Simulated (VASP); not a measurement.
# AlCr2C: how cutoff and mesh change the relaxed cell

Aim: test the relaxed volume of AlCr2C against cutoff and mesh. The starting structure is a computed structure from the Materials Project. The first relaxation on each setting starts from this cell expanded by 3 % in volume.

Method: Kohn-Sham DFT with plane waves and PAW; PBEsol, in VASP 6.6.1.

## 1. The starting structure

It takes space group P6_3/mmc (No. 194, hexagonal). The conventional cell has a = 2.825 Å, b = 2.825 Å, c = 12.601 Å, α = 90.00°, β = 90.00°, γ = 120.00°. Nearest to Cr lie 3 C at 1.95 Å and 3 Al at 2.64 Å. Al has 6 Cr at 2.64 Å and 6 Al at 2.83 Å nearest. Nearest to C lie 6 Cr at 1.95 Å. Farther neighbours are not listed.

## 2. Reference relaxation

This run starts from the cell of an earlier relaxation, which isn't shown; the restart sets up the plane waves anew.

File INCAR:

```
SYSTEM = AlCr2C
PREC = Accurate
ENCUT = 520
EDIFF = 1E-06
NELM = 100
ISMEAR = 1
SIGMA = 0.15
LREAL = .FALSE.
ALGO = Normal
GGA = PS
NBANDS = 43
ISPIN = 2
MAGMOM = 3 -3 3 -3 0 0 0 0
LASPH = .TRUE.
LMAXMIX = 4
LORBIT = 11
LWAVE = .FALSE.
LCHARG = .FALSE.
KPAR = 8
IBRION = 2
NSW = 50
ISIF = 3
EDIFFG = -0.006
```

File POSCAR:

```
AlCr2C
1.0
    2.8142785523      0.0000000000      0.0000000000
   -1.4071392761      2.4372367197      0.0000000000
    0.0000000000      0.0000000000     12.5750347533
Cr Al C
4 2 2
Direct
    0.3333333333      0.6666666667      0.0845009517
    0.6666666667      0.3333333333      0.5845009517
    0.6666666667      0.3333333333      0.9154990483
    0.3333333333      0.6666666667      0.4154990483
    0.3333333333      0.6666666667      0.7500000000
    0.6666666667      0.3333333333      0.2500000000
    0.0000000000      0.0000000000      0.0000000000
    0.0000000000      0.0000000000      0.5000000000
```

File KPOINTS:

```
Automatic mesh
0
Gamma
12 12 4
0 0 0
```

PAW data sets: Cr_pv, Al and C (PBE family, release 64).

Command:

```bash
> mpirun -np 8 vasp_std
```

The log of the run:

```text
[banner, memory and clock lines left out]
running    8 mpi-ranks, on    1 nodes
 distrk:  each k-point on    1 cores,    8 groups
 distr:  one band on    1 cores,    1 groups

 POSCAR found type information on POSCAR CrAlC
 POSCAR found :  3 types and       8 ions
|                                                                             |
|           W    W    AA    RRRRR   N    N  II  N    N   GGGG   !!!           |
|           W    W   A  A   R    R  NN   N  II  NN   N  G    G  !!!           |
|           W    W  A    A  R    R  N N  N  II  N N  N  G       !!!           |
|           W WW W  AAAAAA  RRRRR   N  N N  II  N  N N  G  GGG   !            |
|           WW  WW  A    A  R   R   N   NN  II  N   NN  G    G                |
|           W    W  A    A  R    R  N    N  II  N    N   GGGG   !!!           |
|                                                                             |
|     For optimal performance we recommend to set                             |
|       NCORE = 2 up to number-of-cores-per-socket                            |
|     NCORE specifies how many cores store one orbital (NPAR=cpu/NCORE).      |
|     This setting can greatly improve the performance of VASP for DFT.       |
|     The default, NCORE=1 might be grossly inefficient on modern             |
|     multi-core architectures or massively parallel machines. Do your        |
|     Unfortunately you need to use the default for GW and RPA                |
|     calculations (for HF NCORE is supported but not extensively tested      |
|     yet).                                                                   |
|                                                                             |

|                                                                             |
|               ----> ADVICE to this user running VASP <----                  |
|                                                                             |
|     You enforced a specific xc type in the INCAR file but a different       |
|     [... a line on the potential file left out ...]
|     I HOPE YOU KNOW WHAT YOU ARE DOING!                                     |
|                                                                             |

 LDA part: xc-table for (Slater+PW92), standard interpolation
 POSCAR, INCAR and KPOINTS ok, starting setup
 FFT: planning ... GRIDC
 FFT: planning ... GRID_SOFT
 FFT: planning ... GRID
 WAVECAR not read
 entering main loop
       N       E                     dE             d eps       ncg     rms          rms(c)
DAV:   1     0.747721841232E+03    0.74772E+03   -0.33295E+04  9812   0.163E+03
DAV:   2    -0.186619343389E+02   -0.76638E+03   -0.73417E+03  9824   0.496E+02
DAV:   3    -0.803800553762E+02   -0.61718E+02   -0.59171E+02 12384   0.144E+02
DAV:   4    -0.825295028946E+02   -0.21494E+01   -0.21235E+01 12053   0.247E+01
DAV:   5    -0.825740208786E+02   -0.44518E-01   -0.44463E-01 12172   0.386E+00    0.519E+01
DAV:   6    -0.723348251163E+02    0.10239E+02   -0.17555E+02 12770   0.896E+01    0.252E+01
DAV:   7    -0.693344636698E+02    0.30004E+01   -0.60037E+01 12045   0.560E+01    0.141E+01
DAV:   8    -0.691977496483E+02    0.13671E+00   -0.47121E+00 11860   0.137E+01    0.664E+00
DAV:   9    -0.697225230648E+02   -0.52477E+00   -0.76483E-01 13017   0.543E+00    0.375E+00
DAV:  10    -0.700650925233E+02   -0.34257E+00   -0.19692E-01 12167   0.232E+00    0.233E+00
DAV:  11    -0.702355883519E+02   -0.17050E+00   -0.25931E-01 12522   0.189E+00    0.993E-01
DAV:  12    -0.702542366444E+02   -0.18648E-01   -0.58657E-02 12075   0.103E+00    0.464E-01
DAV:  13    -0.702549755657E+02   -0.73892E-03   -0.84305E-03 11954   0.464E-01    0.246E-01
DAV:  14    -0.702551665277E+02   -0.19096E-03   -0.20978E-03 13616   0.303E-01    0.945E-02
DAV:  15    -0.702551454392E+02    0.21088E-04   -0.30301E-04 14279   0.930E-02    0.503E-02
DAV:  16    -0.702551383403E+02    0.70988E-05   -0.60085E-05 12797   0.411E-02    0.149E-02
DAV:  17    -0.702551373072E+02    0.10331E-05   -0.61049E-06 10945   0.159E-02    0.647E-03
DAV:  18    -0.702551372939E+02    0.13307E-07   -0.92900E-07  6045   0.499E-03
   1 F= -.70255137E+02 E0= -.70256515E+02  d E =-.702551E+02  mag=     0.0000
 curvature:   0.00 expect dE= 0.000E+00 dE for cont linesearch  0.000E+00
 trial: gam= 0.00000 g(F)=  0.475E-05 g(S)=  0.425E-05 ort = 0.000E+00 (trialstep = 0.100E+01)
 search vector abs. value=  0.900E-05
 reached required accuracy - stopping structural energy minimisation
```

Wall time 1.8 min (8 MPI ranks of Intel Xeon Platinum 8259CL at 2.50GHz (Skylake/Cascade Lake), shared host); peak memory 3.7 GiB.

Lines that name or quote the potential files are left out of all logs, and their timing lines are given in words.

From OUTCAR (step 2):

```text
ion  position               nearest neighbor table
   1  0.333  0.667  0.085-   7 1.94   7 1.94   7 1.94   6 2.64   6 2.64   6 2.64   3 2.68   3 2.68
                             3 2.68
   2  0.667  0.333  0.585-   8 1.94   8 1.94   8 1.94   5 2.64   5 2.64   5 2.64   4 2.68   4 2.68
                             4 2.68
   3  0.667  0.333  0.915-   7 1.94   7 1.94   7 1.94   5 2.64   5 2.64   5 2.64   1 2.68   1 2.68
                             1 2.68
   4  0.333  0.667  0.415-   8 1.94   8 1.94   8 1.94   6 2.64   6 2.64   6 2.64   2 2.68   2 2.68
                             2 2.68
   5  0.333  0.667  0.750-   2 2.64   3 2.64   2 2.64   3 2.64   2 2.64   3 2.64
   6  0.667  0.333  0.250-   1 2.64   4 2.64   1 2.64   4 2.64   1 2.64   4 2.64
   7  0.000  0.000  0.000-   1 1.94   3 1.94   3 1.94   1 1.94   3 1.94   1 1.94
   8  0.000  0.000  0.500-   2 1.94   4 1.94   2 1.94   4 1.94   2 1.94   4 1.94

  LATTYP: Found a hexagonal cell.
 ALAT       =     2.8142785523
 C/A-ratio  =     4.4682978318

 Subroutine GETGRP returns: Found 24 space group operations
 (whereof 12 operations were pure point group operations)

The static configuration has the point symmetry D_3d.
 The point group associated with its full space group is D_6h.

 Found     57 irreducible k-points:

   k-points           NKPTS =     57   k-points in BZ     NKDIM =     57   number of bands    NBANDS=     43

   dimension x,y,z NGX =    24 NGY =   24 NGZ =   96
   dimension x,y,z NGXF=    48 NGYF=   48 NGZF=  192

   ENCUT  =  520.0 eV  38.22 Ry    6.18 a.u.   5.23  5.23 23.38*2*pi/ulx,y,z

   NELECT =      62.0000    total number of electrons

 k-points in reciprocal lattice and weights: Automatic mesh
   0.00000000  0.00000000  0.00000000       0.002
   0.08333333 -0.00000000  0.00000000       0.010
   0.16666667 -0.00000000  0.00000000       0.010
   0.25000000  0.00000000  0.00000000       0.010
   0.33333333 -0.00000000  0.00000000       0.010
   0.41666667 -0.00000000  0.00000000       0.010
   0.50000000  0.00000000  0.00000000       0.005
   0.08333333  0.08333333  0.00000000       0.010
   0.16666667  0.08333333  0.00000000       0.021
[...]
0.33333333  0.25000000  0.50000000       0.021
   0.33333333  0.33333333  0.50000000       0.003

 average (electrostatic) potential at core
       1 -66.4339       2 -66.4339       3 -66.4339       4 -66.4339       5 -69.4880
       6 -69.4880       7 -45.0612       8 -45.0612

 E-fermi :  10.1873

 spin component 1
 k-point     1 :       0.0000    0.0000    0.0000
  band No.  band energies     occupation
    ...
     30       9.0991      1.00000
     31       9.9813      1.03269
     32       9.9813      1.03269
     33      10.0112      1.03503
     34      10.0112      1.03503
     35      10.8155     -0.00000
     36      10.8155     -0.00000
     37      10.8629     -0.00000
     38      10.8629     -0.00000
     39      13.0276     -0.00000
    ...

 k-point     2 :       0.0833   -0.0000    0.0000
  band No.  band energies     occupation
    ...
     30       9.1938      1.00000
     31       9.7804      1.00043
     32       9.9425      1.02158
     33       9.9567      1.02595
     34       9.9747      1.03112
     35      10.8646     -0.00000
     36      10.8770     -0.00000
     37      10.9138     -0.00000
     38      10.9816     -0.00000
     39      13.0872     -0.00000
    ...

 k-point     3 :       0.1667   -0.0000    0.0000
  band No.  band energies     occupation
    ...
     30       9.4053      1.00000
     31       9.4357      1.00000
     32       9.9386      1.02041
     33       9.9793      1.03225
     34      10.0097      1.03519
     35      10.9390     -0.00000
     36      10.9964     -0.00000
     37      11.0009     -0.00000
     38      11.3197     -0.00000
     39      13.1758     -0.00000
    ...

 k-point     4 :       0.2500    0.0000    0.0000
  band No.  band energies     occupation
    ...
     28       8.9841      1.00000
     29       9.6196      1.00000
     30       9.6908      1.00001
     31       9.7411      1.00011
     32      10.0347      1.02683
     33      10.2878      0.05117
     34      10.3075      0.00965
     35      10.9743     -0.00000
     36      11.0454     -0.00000
     37      11.1166     -0.00000
    ...

 k-point     5 :       0.3333   -0.0000    0.0000
  band No.  band energies     occupation
    ...
     27       8.3754      1.00000
     28       8.5522      1.00000
     29      10.0160      1.03428
     30      10.0534      1.01007
     31      10.1207      0.83777
     32      10.2297      0.27121
     33      10.7583     -0.00000
     34      10.7652     -0.00000
     35      10.9980     -0.00000
     36      11.0824     -0.00000
    ...

 k-point     6 :       0.4167   -0.0000    0.0000
  band No.  band energies     occupation
    ...
     24       7.0735      1.00000
     25       7.5557      1.00000
     26       7.7062      1.00000
     27       7.9062      1.00000
     28       8.0982      1.00000
     29      10.2624      0.12958
     30      10.3950     -0.03231
     31      10.4837     -0.00864
     32      10.4885     -0.00780
     33      10.9876     -0.00000
    ...

  Total       -0.0022030     -0.0022030     -0.0263597     -0.0000000     -0.0000000      0.0000000
  in kB       -0.0409224     -0.0409224     -0.4896396     -0.0000000     -0.0000000      0.0000000
  external PRESSURE =      -0.1904948 kB  Pullay stress =       0.0000000 kB

  energy-cutoff  :      520.00
  volume of cell :       86.25
      direct lattice vectors                 reciprocal lattice vectors
     2.814278552  0.000000000  0.000000000     0.355330854  0.205150364  0.000000000
    -1.407139276  2.437236720  0.000000000     0.000000000  0.410300728  0.000000000
     0.000000000  0.000000000 12.575034753     0.000000000  0.000000000  0.079522643

 POSITION                                       TOTAL-FORCE (eV/Angst)
 -----------------------------------------------------------------------------------
     -0.00000      1.62482      1.06260        -0.000000      0.000000     -0.004963
      1.40714      0.81241      7.35012         0.000000     -0.000000     -0.004963
      1.40714      0.81241     11.51243         0.000000     -0.000000      0.004963
     -0.00000      1.62482      5.22491        -0.000000      0.000000      0.004963
     -0.00000      1.62482      9.43128         0.000000     -0.000000      0.000000
      1.40714      0.81241      3.14376        -0.000000      0.000000      0.000000
      0.00000      0.00000      0.00000         0.000000     -0.000000      0.000000
      0.00000      0.00000      6.28752         0.000000     -0.000000      0.000000
 -----------------------------------------------------------------------------------
    total drift:                               -0.000000      0.000000     -0.000000

  FREE ENERGIE OF THE ION-ELECTRON SYSTEM (eV)
  ---------------------------------------------------
  free  energy   TOTEN  =       -70.2551372939 eV

  energy  without entropy=      -70.2592696899  energy(sigma->0) =      -70.25651476

 reached required accuracy - stopping structural energy minimisation

 total charge
# of ion       s       p       d       tot
------------------------------------------
    1        0.346   6.438   4.418  11.202
    2        0.346   6.438   4.418  11.202
    3        0.346   6.438   4.418  11.202
    4        0.346   6.438   4.418  11.202
    5        0.414   0.408   0.000   0.821
    6        0.414   0.408   0.000   0.821
    7        0.904   1.583   0.000   2.486
    8        0.904   1.583   0.000   2.486
--------------------------------------------------
tot          4.021  29.733  17.671  51.424

 magnetization (x)
# of ion       s       p       d       tot
------------------------------------------
    1       -0.000   0.000   0.000   0.000
    2        0.000  -0.000  -0.000  -0.000
    3       -0.000   0.000   0.000   0.000
    4        0.000  -0.000  -0.000  -0.000
    5        0.000   0.000   0.000   0.000
    6        0.000   0.000   0.000   0.000
    7       -0.000  -0.000   0.000  -0.000
    8        0.000   0.000   0.000   0.000
--------------------------------------------------
tot          0.000   0.000   0.000   0.000

[... 1 further part left out ...]
```

The moments of the start collapse, so the state is non-magnetic; other starts or orders were not tried. The PAW data sets were made with PBE, which is usual practice but a small mismatch for other functionals. The run keeps the 24 symmetry operations of its start, so it cannot find a distortion of lower symmetry.

The reference relaxation ends at 10.782 Å³ an atom.

## 3. Relaxation with a cutoff of 400 eV

Against step 2 the input has ENCUT = 400. This run starts from the cell of an earlier relaxation, which isn't shown; the restart sets up the plane waves anew.

INCAR: that of step 2 with these lines changed.

```diff
@@ -2,3 +2,3 @@
 PREC = Accurate
-ENCUT = 520
+ENCUT = 400
 EDIFF = 1E-06
```

File POSCAR:

```
AlCr2C
1.0
    2.8096860897      0.0000000000      0.0000000000
   -1.4048430448      2.4332595304      0.0000000000
    0.0000000000      0.0000000000     12.5525755602
Cr Al C
4 2 2
Direct
    0.3333333333      0.6666666667      0.0846505373
    0.6666666667      0.3333333333      0.5846505373
    0.6666666667      0.3333333333      0.9153494627
    0.3333333333      0.6666666667      0.4153494627
    0.3333333333      0.6666666667      0.7500000000
    0.6666666667      0.3333333333      0.2500000000
    0.0000000000      0.0000000000      0.0000000000
    0.0000000000      0.0000000000      0.5000000000
```

KPOINTS is that of step 2.

Command:

```bash
> mpirun -np 8 vasp_std
```

The log of the run:

```text
[banner, memory and clock lines left out]
running    8 mpi-ranks, on    1 nodes
[...]
[... a notice as in an earlier step ...]

 [... a notice as in an earlier step ...]

 LDA part: xc-table for (Slater+PW92), standard interpolation
 POSCAR, INCAR and KPOINTS ok, starting setup
[...]
entering main loop
       N       E                     dE             d eps       ncg     rms          rms(c)
DAV:   1     0.668552504529E+03    0.66855E+03   -0.28813E+04  9916   0.135E+03
DAV:   2    -0.250332229874E+02   -0.69359E+03   -0.66228E+03  9876   0.449E+02
DAV:   3    -0.806442255891E+02   -0.55611E+02   -0.53471E+02 12321   0.132E+02
DAV:   4    -0.824588245725E+02   -0.18146E+01   -0.17962E+01 11933   0.224E+01
[...]
DAV:  15    -0.702694844073E+02    0.71858E-05   -0.31015E-04 13898   0.919E-02    0.502E-02
DAV:  16    -0.702694910805E+02   -0.66732E-05   -0.64534E-05 12802   0.412E-02    0.154E-02
DAV:  17    -0.702694914170E+02   -0.33649E-06   -0.63109E-06 10851   0.158E-02
   1 F= -.70269491E+02 E0= -.70270837E+02  d E =-.702695E+02  mag=    -0.0000
[... from here on, the cycles between the ionic steps are left out ...]
   2 F= -.70269393E+02 E0= -.70270722E+02  d E =0.985705E-04  mag=    -0.0000
   3 F= -.70269553E+02 E0= -.70270892E+02  d E =-.615554E-04  mag=     0.0000
   4 F= -.70269553E+02 E0= -.70270892E+02  d E =-.617790E-04  mag=     0.0000
   5 F= -.70269567E+02 E0= -.70270900E+02  d E =-.135155E-04  mag=     0.0000
 trial-energy change:   -0.000014  1 .order   -0.000015   -0.000025   -0.000005
 step:   1.1036(harm=  1.1036)  dis= 0.00065  next Energy=   -70.269569 (dE=-0.160E-04)
 reached required accuracy - stopping structural energy minimisation
```

Elapsed: 2.8 min, on 8 MPI ranks; peak memory 2.8 GiB.

OUTCAR, selected parts (step 3):

```text
  Total        0.0028832      0.0028832      0.0041408      0.0000000     -0.0000000      0.0000000
  in kB        0.0538870      0.0538870      0.0773909      0.0000000     -0.0000000      0.0000000
  external PRESSURE =       0.0617216 kB  Pullay stress =       0.0000000 kB

 POSITION                                       TOTAL-FORCE (eV/Angst)
 -----------------------------------------------------------------------------------
     -0.00000      1.62155      1.06278         0.000000     -0.000000      0.002790
      1.40430      0.81077      7.33705        -0.000000      0.000000      0.002790
      1.40430      0.81077     11.48577        -0.000000      0.000000     -0.002790
     -0.00000      1.62155      5.21149         0.000000     -0.000000     -0.002790
     -0.00000      1.62155      9.41141         0.000000      0.000000     -0.000000
      1.40430      0.81077      3.13714        -0.000000     -0.000000     -0.000000
      0.00000      0.00000     12.54854         0.000000      0.000000     -0.000000
      0.00000      0.00000      6.27427         0.000000      0.000000     -0.000000
 -----------------------------------------------------------------------------------
    total drift:                               -0.000000      0.000000     -0.000000

  FREE ENERGIE OF THE ION-ELECTRON SYSTEM (eV)
  ---------------------------------------------------
  free  energy   TOTEN  =       -70.2695667115 eV

  energy  without entropy=      -70.2735664446  energy(sigma->0) =      -70.27089996

 magnetization (x)
# of ion       s       p       d       tot
------------------------------------------
    1        0.000   0.000   0.000   0.000
    2       -0.000  -0.000  -0.000  -0.000
    3        0.000   0.000   0.000   0.000
    4       -0.000  -0.000  -0.000  -0.000
    5        0.000   0.000   0.000   0.000
    6        0.000   0.000   0.000   0.000
    7        0.000   0.000   0.000   0.000
    8       -0.000  -0.000   0.000  -0.000
--------------------------------------------------
tot          0.000   0.000   0.000   0.000

[... 2 parts as in an earlier step ...]

[... 2 further parts left out ...]
[key lines of the parts left out:]
E-fermi :  10.2673
```

With a cutoff of 400 eV the cell ends at 10.716 Å³ an atom, -0.61 % from the reference.

(Continued in part 2 of 2.)

[Lines on the potential files, build, host, timing and source positions are cut from VASP's logs without a mark.]

[Logs are printed without paths, hosts, clocks, repeated set-up lines and the standing remarks that a program may print on its own settings, such as how far it seeks lower states.]

[Hosts, paths, dates, database ids (printed as entryN), source tags and the programs' standing remarks are cut or masked in the printed files.]
